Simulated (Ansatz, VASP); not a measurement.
# Cross-check of C214N between VASP and Ansatz, part 2 of 2

Wanted: the spread between two codes on one cell, functional and k mesh. The cell is taken from a series of runs on this material, whose earlier steps may have relaxed, scaled, displaced or heated it; both programs get it as it stands.

VASP 6.6.1 and Ansatz 0.2.0.

So far: Starting point; Ansatz: single point, PBE.

## 3. VASP: single point, PBE

Level of this step: PBE, spin-polarised from a ferromagnetic start; plane waves and PAW (C, N) (VASP).

The same cell, functional, mesh and smearing now go to VASP, with its own data sets.

Lines of VASP's logs that name or quote its potential files are left out, and so is its time.

Contents of INCAR:

```
SYSTEM = C214N
PREC = Accurate
ENCUT = 520
EDIFF = 1E-06
NELM = 200
ISMEAR = -1
SIGMA = 0.01
LREAL = Auto
ALGO = Normal
GGA = PE
NELECT = 862
NBANDS = 581
ISPIN = 2
MAGMOM = 0 0 0 0 0 -0 -0 -0 0 0 0 0 0 -0 -0 0 0 0 0 0 0 -0 -0 -0 0 0 0 0 0 -0 0 -0 0 0 0 0 -0 -0 -0 -0 0 0 0 0.02 0 -0 -0 -0 0 0 0 0 0 -0 -0 -0 0 0 0.02 0 0 -0 -0 -0 0 0 0 0 -0 0 -0 -0 0 0 0 0 0 0 -0 -0 0 0 0 0 -0 -0 -0 -0 0 0 0 0.02 0 -0 -0 -0 0 0 0 0 -0 -0 -0 -0 0.25 0.25 0.25 -0.01 -0.01 -0.01 0.01 0 0 0.01 -0 -0 -0 -0 0 0 0.02 0 0 -0 -0 -0 0.01 0 0.01 0 -0 -0 -0 -0 0.02 0 0 0 0 0 -0 -0 0 0 0 0 0 -0 -0 -0 0 0.02 0 0 0 -0 -0 -0 0 0 0 0 -0 -0 0 -0 0 0.02 0 0 0 -0 -0 -0 0.01 0.01 0 0 -0 -0 -0 -0 0.02 0 0 0 0 -0 0 -0 0 0 0 0 -0 -0 -0 0 0.02 0 0 0 0 -0 -0 0 0 0 0 0 -0 -0 -0 -0 -0
LORBIT = 11
LWAVE = .FALSE.
LCHARG = .FALSE.
ISIF = 2
NUPDOWN = 2
LASPH = .TRUE.
GGA_COMPAT = .FALSE.
```

Contents of POSCAR:

```
C214N
1.0
   10.7146870783      0.0000000000      0.0000000000
    0.0000000000     10.7146870783      0.0000000000
    0.0000000000      0.0000000000     10.7146870783
C N
214 1
Direct
    0.0000522972      0.0000447093      0.9999294077
    0.9996700036      0.1665643537      0.1664489717
[... 9 atom lines left out ...]
    0.1655360745      0.1655253571      0.3328898796
[... 3 atom lines left out ...]
    0.2502959578      0.2502926094      0.4126006133
[... 10 atom lines left out ...]
    0.1655362607      0.3330059075      0.1654125774
[... 3 atom lines left out ...]
    0.2502948890      0.4127151519      0.2501755408
[... 3 atom lines left out ...]
    0.1685417122      0.3343011820      0.4984225242
    0.1685392150      0.4985398884      0.3341837566
    0.0840297992      0.4167311045      0.4166148078
[... 1 atom line left out ...]
    0.2520801699      0.4178941507      0.5820468748
    0.2520754676      0.5821670014      0.4177795443
[... 3 atom lines left out ...]
    0.1666048653      0.4999729664      0.6670977468
[... 14 atom lines left out ...]
    0.1666030674      0.6672151915      0.4998582214
[... 18 atom lines left out ...]
    0.4127241053      0.2502856068      0.2501716379
[... 3 atom lines left out ...]
    0.3343055980      0.1685278382      0.4984260172
[... 1 atom line left out ...]
    0.4985450076      0.1685309568      0.3341872411
    0.4167363914      0.0840211588      0.4166162969
    0.4179014371      0.2520689889      0.5820519412
[... 1 atom line left out ...]
    0.5821689869      0.2520720533      0.4177797044
[... 3 atom lines left out ...]
    0.4999808586      0.1665948297      0.6671013339
[... 5 atom lines left out ...]
    0.3343063027      0.4985408485      0.1684155445
    0.4985438722      0.3342993665      0.1684158771
[... 1 atom line left out ...]
    0.4167357301      0.4167302495      0.0839075690
    0.4179000045      0.5821625796      0.2519581775
    0.5821709487      0.4178954097      0.2519538366
[... 1 atom line left out ...]
    0.3298750333      0.5062893231      0.5061706797
    0.5062933255      0.3298680894      0.5061736441
    0.5062915454      0.5062838076      0.3297552530
    0.4163913556      0.5833625532      0.5832466625
    0.5833703255      0.4163821288      0.5832497593
    0.5833686060      0.5833610324      0.4162677700
    0.3340496217      0.3340418087      0.6659477544
[... 2 atom lines left out ...]
    0.5002474150      0.5002401092      0.6664890691
    0.4170421746      0.4170349502      0.7497006955
[... 5 atom lines left out ...]
    0.4999794266      0.6672140199      0.1664824609
[... 5 atom lines left out ...]
    0.3340487746      0.6660632072      0.3339267600
[... 1 atom line left out ...]
    0.5002479779      0.6666036744      0.5001249407
[... 1 atom line left out ...]
    0.4170425420      0.7498161122      0.4169196554
[... 3 atom lines left out ...]
    0.3340405171      0.6678047121      0.6676894624
[... 16 atom lines left out ...]
    0.6672209884      0.1665967912      0.4998575895
[... 15 atom lines left out ...]
    0.6672221717      0.4999732613      0.1664804893
[... 6 atom lines left out ...]
    0.6660690177      0.3340416902      0.3339262891
    0.6666115502      0.5002400330      0.5001258251
[... 2 atom lines left out ...]
    0.7498228051      0.4170346127      0.4169195648
[... 3 atom lines left out ...]
    0.6678131607      0.3340324427      0.6676912932
[... 15 atom lines left out ...]
    0.6678122868      0.6678047310      0.3339181504
[... 15 atom lines left out ...]
    0.3255922533      0.3255789318      0.3254651059
```

Contents of KPOINTS:

```
Automatic mesh
0
Gamma
1 1 1
0 0 0
```

PAW data sets: C and N (PBE family, release 64).

The run is started by

```
> export OMP_NUM_THREADS=3
> mpirun -np 1 vasp_gam
```

Log:

```text
[banner, memory and clock lines left out]
running    1 mpi-ranks, on    1 nodes
[...]
Offloading initialized ...    1 GPUs detected
[...]
LDA part: xc-table for (Slater+PW92), standard interpolation
 POSCAR, INCAR and KPOINTS ok, starting setup
[...]
entering main loop
       N       E                     dE             d eps       ncg     rms          rms(c)
DAV:   1     0.618249638673E+04    0.61825E+04   -0.52518E+05  2324   0.155E+03
DAV:   2    -0.140425191224E+04   -0.75867E+04   -0.71051E+04  3054   0.353E+02
DAV:   3    -0.198970258934E+04   -0.58545E+03   -0.57870E+03  2920   0.932E+01
DAV:   4    -0.200385884140E+04   -0.14156E+02   -0.14081E+02  2888   0.158E+01
DAV:   5    -0.200427258643E+04   -0.41375E+00   -0.41284E+00  2920   0.245E+00BRMIX: very serious problems
 the old and the new charge density differ
 old charge density:   861.00000 new  862.00000
    0.577E+01
DAV:   6    -0.195231878733E+04    0.51954E+02   -0.38580E+01  2744   0.777E+00    0.343E+01
DAV:   7    -0.193508403949E+04    0.17235E+02   -0.46314E+01  2720   0.854E+00    0.808E+00
DAV:   8    -0.193539564647E+04   -0.31161E+00   -0.20459E+00  2904   0.185E+00    0.432E+00
DAV:   9    -0.193538426354E+04    0.11383E-01   -0.24272E-01  2856   0.827E-01    0.948E-01
[...]
DAV:  14    -0.193538379357E+04   -0.93578E-04   -0.78372E-05  2864   0.155E-02    0.160E-02
DAV:  15    -0.193538380254E+04   -0.89734E-05   -0.15150E-05  2816   0.607E-03    0.710E-03
DAV:  16    -0.193538380252E+04    0.23181E-07   -0.20956E-06  2048   0.239E-03
   1 F= -.19353838E+04 E0= -.19353838E+04  d E =-.192603E-11  mag=     2.0000
```

Parts of OUTCAR (step 3):

```text
 magnetization (x)
# of ion       s       p       d       tot
------------------------------------------
    1        0.000   0.000   0.000   0.000
    2        0.000  -0.000   0.000   0.000
    3        0.000  -0.000   0.000   0.000
    4        0.000  -0.000   0.000   0.000
    5       -0.000   0.000   0.000   0.000
    6       -0.000  -0.000   0.000  -0.000
[...]
213       -0.000  -0.000   0.000  -0.000
  214       -0.000  -0.000   0.000  -0.000
  215       -0.001   0.001   0.000  -0.001
--------------------------------------------------
tot          0.162   1.090   0.000   1.252
```

The run ends at a pressure of 2.71 GPa, with forces up to 0.029 eV/Å.

## 4. Differences

Known differences besides the potentials themselves: VASP starts from the moments at which Ansatz ended; the cutoff is 420 eV in Ansatz and 520 eV in VASP (PREC = Accurate, projectors in real space); site moments are counted in spheres of each program's own size. Total energies have different zeros and are not compared.

Compared:

```csv
quantity,Ansatz,VASP,difference
"total moment, fixed by the input (μB)",2.00,2.00,0.00
moment on C105 (μB),0.25,0.33,-0.08
moment on C106 (μB),0.25,0.33,-0.08
moment on C107 (μB),0.25,0.33,-0.08
```

The cell carries a charge of -1 e against a uniform background, so its pressure also hangs on how the neutralising background is counted, and in a defect's cell a gap may be the spacing between its levels.

## 5. Summary of results

```yaml
difference_in_moment_on_c105_single_point_pbe: -0.080 μB
```

**Reading.** The difference in moment on C105 is -0.080 μB (single point, PBE). Such differences can come from data sets, numerical settings and the points named under the comparisons, not from the functional's error against experiment.

[Lines on the potential files, build, host, timing and source positions are cut from VASP's logs without a mark.]

[Logs are printed without paths, hosts, clocks, repeated set-up lines and the standing remarks that a program may print on its own settings, such as how far it seeks lower states.]

[Hosts, paths, dates, database ids (printed as entryN), source tags and the programs' standing remarks are cut or masked in the printed files.]
